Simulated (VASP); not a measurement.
Output of a VASP run:

File OUTCAR:
```
 ion  position               nearest neighbor table
   1  0.223  0.118  0.254-  37 1.95  36 1.96  49 1.99  45 2.05   5 3.19   4 3.21  24 3.22  16 3.23
                            12 3.24   2 3.24  14 3.26  13 3.27  32 3.28  10 3.30   9 3.31
   2  0.111  0.222  0.000-  38 1.98  42 1.98  61 1.98  37 1.99   3 3.21   5 3.24   7 3.24  24 3.24
                            26 3.24   1 3.24  14 3.25  25 3.25  10 3.25  33 3.25  17 3.25   6 3.25
   3  0.224  0.115  0.751-  51 1.94  39 1.97  38 1.98  47 2.02   4 3.18   7 3.21   2 3.21  14 3.22
                            26 3.24  15 3.24  10 3.25  18 3.25  12 3.27  34 3.27  11 3.28
   4  0.112  0.220  0.505-  39 1.94  36 1.99  59 2.00  40 2.02   3 3.18  26 3.20   1 3.21   7 3.21
                            12 3.22  35 3.24   8 3.27  24 3.28  27 3.28   5 3.29  19 3.30
   5  0.222  0.444  0.250-  37 1.98  52 1.98  41 1.98  40 1.99   1 3.19  19 3.22  16 3.23   2 3.24
                            17 3.24   8 3.24   6 3.24  28 3.25  24 3.25   9 3.25  20 3.25   4 3.29
   6  0.111  0.556  0.000-  46 1.98  65 1.98  42 1.98  41 1.99   9 3.24  11 3.24  28 3.24  30 3.24
                             5 3.24   7 3.24  10 3.25  17 3.25  29 3.25  21 3.25  25 3.25   2 3.25
   7  0.222  0.444  0.750-  39 1.98  54 1.98  43 1.98  42 1.99   4 3.21   3 3.21   2 3.24  17 3.24
                             8 3.24   6 3.24  30 3.25  26 3.25  11 3.25  22 3.25  18 3.28  19 3.29
   8  0.111  0.556  0.500-  44 1.98  63 1.98  40 1.98  43 1.99   9 3.24  11 3.24  28 3.24  30 3.24
                             5 3.24   7 3.24  27 3.24  12 3.25  23 3.25  19 3.25  31 3.26   4 3.27
   9  0.222  0.778  0.250-  45 1.98  41 1.98  56 1.98  44 1.99  13 3.23  12 3.24  10 3.24   8 3.24
                             6 3.24  21 3.24  23 3.24  32 3.25  28 3.25   5 3.25  20 3.25   1 3.31
  10  0.111  0.889  0.000-  46 1.98  38 1.98  69 1.98  45 1.99   9 3.24  11 3.24  32 3.24  34 3.24
                             6 3.25  21 3.25  33 3.25   2 3.25  29 3.25  14 3.25   3 3.25   1 3.30
  11  0.222  0.778  0.750-  47 1.98  43 1.98  58 1.98  46 1.99  10 3.24  12 3.24   6 3.24   8 3.24
                            21 3.24  23 3.24  15 3.25  34 3.25  30 3.25  22 3.25   7 3.25   3 3.28
  12  0.111  0.889  0.500-  36 1.97  44 1.98  67 1.98  47 1.99   4 3.22  31 3.23  11 3.24   9 3.24
                            32 3.24  34 3.24   1 3.24  23 3.25   8 3.25  35 3.25   3 3.27
  13  0.554  0.109  0.253-  56 1.97  48 2.00  49 2.00  60 2.01  23 3.20   9 3.23  20 3.23  24 3.25
                            27 3.25  21 3.25  28 3.27   1 3.27  14 3.27  25 3.27  16 3.30
  14  0.444  0.222  0.000-  38 1.98  53 1.98  50 1.98  49 1.99  15 3.20   3 3.22  18 3.23  16 3.24
                             2 3.25  21 3.25  10 3.25  17 3.25  25 3.25  29 3.25   1 3.26  13 3.27
  15  0.555  0.112  0.753-  50 1.96  51 1.99  58 2.00  62 2.00  14 3.20  21 3.21  25 3.21  27 3.23
                            18 3.23   3 3.24  11 3.25  30 3.25  22 3.25  26 3.26  23 3.27
  16  0.556  0.449  0.248-  52 1.95  64 1.97  49 2.01  71 2.06  17 3.20  20 3.21  19 3.22  29 3.22
                            32 3.22   5 3.23   1 3.23  14 3.24  28 3.26  31 3.28  13 3.30
  17  0.444  0.556  0.000-  42 1.98  57 1.98  53 1.98  52 1.99  16 3.20   7 3.24   5 3.24  20 3.24
                            22 3.24  18 3.24  21 3.25   6 3.25   2 3.25  33 3.25  29 3.25  14 3.25
  18  0.560  0.446  0.752-  66 1.95  53 1.97  54 2.01  51 2.02  31 3.20  29 3.20  30 3.21  34 3.21
                            15 3.23  14 3.23  17 3.24   3 3.25  22 3.25   7 3.28  19 3.31
  19  0.448  0.562  0.496-  55 1.92  71 1.98  40 2.00  54 2.03  20 3.17  35 3.20  23 3.20  16 3.22
                             5 3.22  31 3.23  22 3.24   8 3.25   7 3.29   4 3.30  18 3.31
  20  0.556  0.778  0.250-  68 1.98  52 1.98  56 1.98  55 1.99  19 3.17  16 3.21  13 3.23  33 3.24
                            35 3.24  17 3.24  21 3.24  23 3.24  32 3.25  24 3.25   9 3.25   5 3.25
  21  0.444  0.889  0.000-  46 1.98  50 1.98  57 1.98  56 1.99  15 3.21  11 3.24   9 3.24  20 3.24
                            22 3.24  10 3.25  17 3.25  14 3.25   6 3.25  25 3.25  33 3.25  13 3.25
  22  0.556  0.778  0.750-  70 1.98  54 1.98  58 1.98  57 1.99  33 3.24  35 3.24  17 3.24  21 3.24
                            23 3.24  19 3.24  34 3.25  26 3.25  11 3.25   7 3.25  18 3.25  15 3.25
  23  0.444  0.889  0.500-  44 1.98  55 1.98  58 1.99  48 2.01  13 3.20  19 3.20   9 3.24  11 3.24
                            20 3.24  22 3.24  12 3.25   8 3.25  35 3.25  27 3.25  15 3.27
  24  0.889  0.111  0.250-  60 1.98  37 1.98  68 1.98  59 1.99   1 3.22  25 3.24  33 3.24  35 3.24
                             2 3.24  28 3.25  32 3.25  20 3.25   5 3.25  13 3.25   4 3.28  27 3.29
  25  0.778  0.222  0.000-  61 1.98  50 1.98  65 1.98  60 1.99  15 3.21  24 3.24  26 3.24  28 3.24
                            30 3.24   2 3.25  33 3.25  21 3.25   6 3.25  14 3.25  29 3.25  13 3.27
  26  0.889  0.111  0.750-  62 1.98  39 1.98  70 1.98  61 1.99   4 3.20  27 3.22  25 3.24  33 3.24
                            35 3.24   2 3.24   3 3.24  30 3.25  34 3.25   7 3.25  22 3.25  15 3.26
  27  0.777  0.224  0.504-  62 1.95  48 1.96  63 1.98  59 2.02  30 3.19  26 3.22  15 3.23   8 3.24
                            31 3.25  13 3.25  23 3.25  28 3.26  35 3.27   4 3.28  24 3.29
  28  0.889  0.444  0.250-  60 1.98  41 1.98  64 1.98  63 1.99  25 3.24   8 3.24   6 3.24  29 3.24
                            24 3.25   5 3.25   9 3.25  32 3.25  16 3.26  27 3.26  13 3.27  31 3.28
  29  0.778  0.556  0.000-  69 1.98  53 1.98  65 1.98  64 1.99  18 3.20  16 3.22  32 3.24  34 3.24
                            28 3.24  30 3.24  33 3.25   6 3.25  10 3.25  25 3.25  17 3.25  14 3.25
  30  0.889  0.444  0.750-  62 1.98  43 1.98  66 1.98  65 1.99  27 3.19  18 3.21  31 3.22  25 3.24
                             6 3.24   8 3.24  29 3.24  26 3.25   7 3.25  11 3.25  34 3.25  15 3.25
  31  0.778  0.558  0.504-  66 1.95  71 1.96  67 1.97  63 2.01  34 3.19  18 3.20  30 3.22  35 3.22
                            19 3.23  12 3.23  27 3.25  32 3.25   8 3.26  28 3.28  16 3.28
  32  0.889  0.778  0.250-  68 1.98  64 1.98  45 1.98  67 1.99  16 3.22  33 3.24  35 3.24  29 3.24
                            10 3.24  12 3.24  20 3.25  24 3.25   9 3.25  28 3.25  31 3.25   1 3.28
  33  0.778  0.889  0.000-  69 1.98  57 1.98  61 1.98  68 1.99  32 3.24  34 3.24  20 3.24  22 3.24
                            24 3.24  26 3.24  29 3.25  10 3.25  25 3.25   2 3.25  17 3.25  21 3.25
  34  0.889  0.778  0.750-  70 1.98  66 1.98  47 1.98  69 1.99  31 3.19  18 3.21  33 3.24  35 3.24
                            29 3.24  12 3.24  10 3.24  22 3.25  11 3.25  26 3.25  30 3.25   3 3.27
  35  0.778  0.889  0.500-  67 1.98  55 1.98  59 1.98  70 1.99  19 3.20  31 3.22  32 3.24  34 3.24
                            22 3.24  20 3.24  26 3.24  24 3.24   4 3.24  12 3.25  23 3.25  27 3.27
  36  0.222  0.110  0.439-   1 1.96  12 1.97   4 1.99
  37  0.111  0.222  0.188-   1 1.95   5 1.98  24 1.98   2 1.99
  38  0.222  0.111  0.938-   3 1.98   2 1.98  14 1.98  10 1.98
  39  0.111  0.222  0.688-   4 1.94   3 1.97   7 1.98  26 1.98
  40  0.222  0.444  0.438-   8 1.98   5 1.99  19 2.00   4 2.02
  41  0.111  0.556  0.188-   9 1.98  28 1.98   5 1.98   6 1.99
  42  0.222  0.444  0.938-   2 1.98  17 1.98   6 1.98   7 1.99
  43  0.111  0.556  0.688-  11 1.98  30 1.98   7 1.98   8 1.99
  44  0.222  0.778  0.438-  12 1.98   8 1.98  23 1.98   9 1.99
...
```

OSZICAR:
```
...
RMM:   2    -0.424137213166E+03   -0.83274E-01   -0.43130E-02   366   0.385E-01    0.528E+00
RMM:   3    -0.424035891287E+03    0.10132E+00   -0.15123E-02   362   0.341E-01    0.459E-01
RMM:   4    -0.424054473875E+03   -0.18583E-01   -0.50461E-03   365   0.207E-01    0.340E-01
RMM:   5    -0.424055476364E+03   -0.10025E-02   -0.15056E-03   383   0.939E-02    0.179E-01
RMM:   6    -0.424055354638E+03    0.12173E-03   -0.32807E-04   360   0.434E-02    0.760E-02
RMM:   7    -0.424055367194E+03   -0.12557E-04   -0.17848E-04   344   0.237E-02    0.523E-02
RMM:   8    -0.424055354625E+03    0.12570E-04   -0.32747E-05   251   0.104E-02    0.117E-02
RMM:   9    -0.424055359973E+03   -0.53482E-05   -0.13948E-05   221   0.704E-03
  12 F= -.42405536E+03 E0= -.42402992E+03  d E =-.287883E-02
       N       E                     dE             d eps       ncg     rms          rms(c)
DAV:   1    -0.424055378231E+03   -0.23606E-04   -0.88728E-03   432   0.235E-01    0.366E-02
RMM:   2    -0.424055896397E+03   -0.51817E-03   -0.31294E-04   367   0.324E-02    0.409E-01
RMM:   3    -0.424055157548E+03    0.73885E-03   -0.12141E-04   320   0.329E-02    0.360E-02
RMM:   4    -0.424055380199E+03   -0.22265E-03   -0.44248E-05   257   0.209E-02    0.220E-02
RMM:   5    -0.424055388160E+03   -0.79613E-05   -0.96935E-06   209   0.754E-03
  13 F= -.42405539E+03 E0= -.42402987E+03  d E =-.290702E-02
       N       E                     dE             d eps       ncg     rms          rms(c)
DAV:   1    -0.424056023704E+03   -0.64351E-03   -0.44384E-01   360   0.161E+00    0.143E-01
RMM:   2    -0.424060568440E+03   -0.45447E-02   -0.83835E-03   364   0.189E-01    0.123E+00
RMM:   3    -0.424054537911E+03    0.60305E-02   -0.17393E-03   368   0.118E-01    0.139E-01
RMM:   4    -0.424056729121E+03   -0.21912E-02   -0.64945E-04   365   0.718E-02    0.177E-01
RMM:   5    -0.424056599291E+03    0.12983E-03   -0.15348E-04   345   0.294E-02    0.435E-02
RMM:   6    -0.424056587291E+03    0.12000E-04   -0.16755E-04   347   0.249E-02    0.325E-02
RMM:   7    -0.424056584166E+03    0.31253E-05   -0.24794E-05   233   0.102E-02
  14 F= -.42405658E+03 E0= -.42403111E+03  d E =-.119601E-02
       N       E                     dE             d eps       ncg     rms          rms(c)
DAV:   1    -0.424056585913E+03    0.13776E-05   -0.20157E-04   376   0.338E-02    0.626E-03
RMM:   2    -0.424056594544E+03   -0.86310E-05   -0.56671E-06   216   0.503E-03    0.510E-02
RMM:   3    -0.424056582781E+03    0.11763E-04   -0.22099E-06   192   0.427E-03    0.101E-02
RMM:   4    -0.424056586424E+03   -0.36430E-05   -0.10753E-06   151   0.335E-03
  15 F= -.42405659E+03 E0= -.42403114E+03  d E =-.119826E-02
       N       E                     dE             d eps       ncg     rms          rms(c)
DAV:   1    -0.424056884314E+03   -0.30153E-03   -0.27021E-01   360   0.126E+00    0.116E-01
RMM:   2    -0.424059741219E+03   -0.28569E-02   -0.51630E-03   361   0.150E-01    0.871E-01
RMM:   3    -0.424056361415E+03    0.33798E-02   -0.11216E-03   371   0.876E-02    0.106E-01
RMM:   4    -0.424057317602E+03   -0.95619E-03   -0.31203E-04   362   0.528E-02    0.938E-02
RMM:   5    -0.424057291514E+03    0.26087E-04   -0.91873E-05   306   0.202E-02    0.428E-02
RMM:   6    -0.424057274859E+03    0.16656E-04   -0.65444E-05   330   0.158E-02    0.205E-02
RMM:   7    -0.424057273751E+03    0.11076E-05   -0.14508E-05   220   0.768E-03
  16 F= -.42405727E+03 E0= -.42403182E+03  d E =-.687327E-03
```

OUTCAR:
```
------------------------ aborting loop because EDIFF is reached ----------------------------------------
  FORCE on cell =-STRESS in cart. coord.  units (eV):
  Direction    XX          YY          ZZ          XY          YZ          ZX
  --------------------------------------------------------------------------------------
  Total       -6.1346898     -9.0016865    -17.6722568      2.7552304     -0.3597628     -0.5731566
  in kB      -11.3407989    -16.6408278    -32.6695428      5.0934139     -0.6650700     -1.0595570
  external PRESSURE =     -20.2170565 kB  Pullay stress =       0.0000000 kB
  volume of cell :      866.68
      direct lattice vectors                 reciprocal lattice vectors
     4.868317893 -8.432173817  0.000000000     0.102704879 -0.059296690  0.000000000
     4.868317893  8.432173817  0.000000000     0.102704879  0.059296690  0.000000000
     0.000000000  0.000000000 10.556283981     0.000000000  0.000000000  0.094730305
  FREE ENERGIE OF THE ION-ELECTRON SYSTEM (eV)
  ---------------------------------------------------
  free  energy   TOTEN  =      -424.0572737510 eV

  energy  without entropy=     -424.0063684752  energy(sigma->0) =     -424.03182111

 reached required accuracy - stopping structural energy minimisation
```
(Selected blocks of OUTCAR.)

File POSCAR:
```
Ga35N35O
1
    4.8683178927    -8.4321738171     0.0000000000
    4.8683178927     8.4321738171     0.0000000000
    0.0000000000     0.0000000000    10.5562839806
Ga N O
35 35 1
Direct
  0.2232980000   0.1178400000   0.2535570000
  0.1111110000   0.2222220000   0.0000000000
  0.2236670000   0.1151180000   0.7511530000
  0.1116110000   0.2201780000   0.5045650000
  0.2222220000   0.4444440000   0.2500000000
  0.1111110000   0.5555560000   0.0000000000
  0.2222220000   0.4444440000   0.7500000000
  0.1111110000   0.5555560000   0.5000000000
  0.2222220000   0.7777780000   0.2500000000
  0.1111110000   0.8888890000   0.0000000000
  0.2222220000   0.7777780000   0.7500000000
  0.1111110000   0.8888890000   0.5000000000
  0.5541090000   0.1085110000   0.2531100000
  0.4444440000   0.2222220000   0.0000000000
  0.5548390000   0.1116940000   0.7530730000
  0.5564580000   0.4490470000   0.2480600000
  0.4444440000   0.5555560000   0.0000000000
  0.5604160000   0.4461210000   0.7515110000
  0.4480330000   0.5619390000   0.4961040000
  0.5555560000   0.7777780000   0.2500000000
  0.4444440000   0.8888890000   0.0000000000
  0.5555560000   0.7777780000   0.7500000000
  0.4444440000   0.8888890000   0.5000000000
  0.8888890000   0.1111110000   0.2500000000
  0.7777780000   0.2222220000   0.0000000000
  0.8888890000   0.1111110000   0.7500000000
  0.7766620000   0.2240030000   0.5041540000
  0.8888890000   0.4444440000   0.2500000000
  0.7777780000   0.5555560000   0.0000000000
  0.8888890000   0.4444440000   0.7500000000
  0.7779330000   0.5581640000   0.5035010000
  0.8888890000   0.7777780000   0.2500000000
  0.7777780000   0.8888890000   0.0000000000
  0.8888890000   0.7777780000   0.7500000000
  0.7777780000   0.8888890000   0.5000000000
  0.2220850000   0.1097950000   0.4387180000
  0.1111110000   0.2222220000   0.1885000000
  0.2222220000   0.1111110000   0.9385000000
  0.1111110000   0.2222220000   0.6885000000
  0.2222220000   0.4444440000   0.4385000000
  0.1111110000   0.5555560000   0.1885000000
  0.2222220000   0.4444440000   0.9385000000
  0.1111110000   0.5555560000   0.6885000000
  0.2222220000   0.7777780000   0.4385000000
  0.1111110000   0.8888890000   0.1885000000
  0.2222220000   0.7777780000   0.9385000000
  0.1111110000   0.8888890000   0.6885000000
  0.5576730000   0.1158910000   0.4420290000
  0.4444440000   0.2222220000   0.1885000000
  0.5555560000   0.1111110000   0.9385000000
  0.4403650000   0.2195880000   0.6891000000
  0.4444440000   0.5555560000   0.1885000000
  0.5555560000   0.4444440000   0.9385000000
  0.4444440000   0.5555560000   0.6885000000
  0.5555560000   0.7777780000   0.4385000000
  0.4444440000   0.8888890000   0.1885000000
  0.5555560000   0.7777780000   0.9385000000
  0.4444440000   0.8888890000   0.6885000000
  0.8888890000   0.1111110000   0.4385000000
  0.7777780000   0.2222220000   0.1885000000
  0.8888890000   0.1111110000   0.9385000000
  0.7777780000   0.2222220000   0.6885000000
  0.8888890000   0.4444440000   0.4385000000
  0.7777780000   0.5555560000   0.1885000000
  0.8888890000   0.4444440000   0.9385000000
  0.7777780000   0.5555560000   0.6885000000
  0.8888890000   0.7777780000   0.4385000000
  0.7777780000   0.8888890000   0.1885000000
  0.8888890000   0.7777780000   0.9385000000
  0.7777780000   0.8888890000   0.6885000000
  0.5585590000   0.4474720000   0.4432890000
```

**Question.** Write an INCAR and KPOINTS that could have produced this output.

**Answer.** One answer among several that fit: the input of the run itself, PBE GGA, plane waves, VASP's PBE PAW potentials (set 64).

File KPOINTS:
```
Automatic mesh
0
G
1 1 1
0 0 0
```

INCAR:
```
ALGO = Fast
EDIFF = 1E-5
EDIFFG = -0.03
ENCUT = 400
GGA = PE
IBRION = 2
ISIF = 2
ISMEAR = 0
ISYM = 0
LASPH = .TRUE.
LCHARG = .FALSE.
LMAXMIX = 4
LREAL = Auto
LWAVE = .TRUE.
NELM = 100
NELMIN = 4
NSW = 70
PREC = Normal
SIGMA = 0.05
SYSTEM = Ga35N35O
```

POTCAR, in this order: Ga N O (PBE.64 set). Program: vasp_gam.

At this cut-off the stress carries a Pulay error, which pulls relaxed volumes low. The supercell is sampled at Γ alone, which is coarse: total energies, pressure and levels can be off, energies of defects by several tenths of an eV.

The cell is a supercell with a defect, built from GaN (wurtzite): O_N-vac_Ga. The run is not spin-polarised, so no state with unpaired spins was tried.
